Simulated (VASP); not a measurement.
A run of VASP 6.6.1 is set up as follows.

The input INCAR:

```
SYSTEM = SrTiC2
ALGO = Normal
EDIFF = 1E-7
ENCUT = 520
GGA = PE
ISIF = 2
ISMEAR = -1
LASPH = .TRUE.
LCHARG = .TRUE.
LELF = .TRUE.
LREAL = .FALSE.
LVHAR = .TRUE.
LWAVE = .FALSE.
NBANDS = 23
NELM = 100
PREC = Accurate
SIGMA = 0.05
```

Contents of KPOINTS:

```
k-points
0
G
  8 8 4
  0 0 0
```

Contents of POSCAR:

```
SrTiC2
1.0
    3.7749700000      0.0000000000      0.0000000000
   -1.8874800000      3.2692200000      0.0000000000
    0.0000000000      0.0000000000      6.2840200000
Sr Ti C
1 1 2
Direct
    0.0000000000      0.0000000000      0.5000000000
    0.0000000000      0.0000000000      0.0000000000
    0.3333300000      0.6666700000      0.0000000000
    0.6666700000      0.3333300000      0.0000000000
```

Potentials or basis: VASP PAW PBE potentials, release 64 (Sr_sv, Ti_sv, C).

Command:

```console
$ cat potpaw_PBE.64/Sr_sv/POTCAR potpaw_PBE.64/Ti_sv/POTCAR potpaw_PBE.64/C/POTCAR > POTCAR
$ mpirun -np 1 vasp_std > vasp.out
```

Predict the band gap on the k mesh.

none (metal or under the smearing width).

Estimate the pressure.

-0.6 GPa.
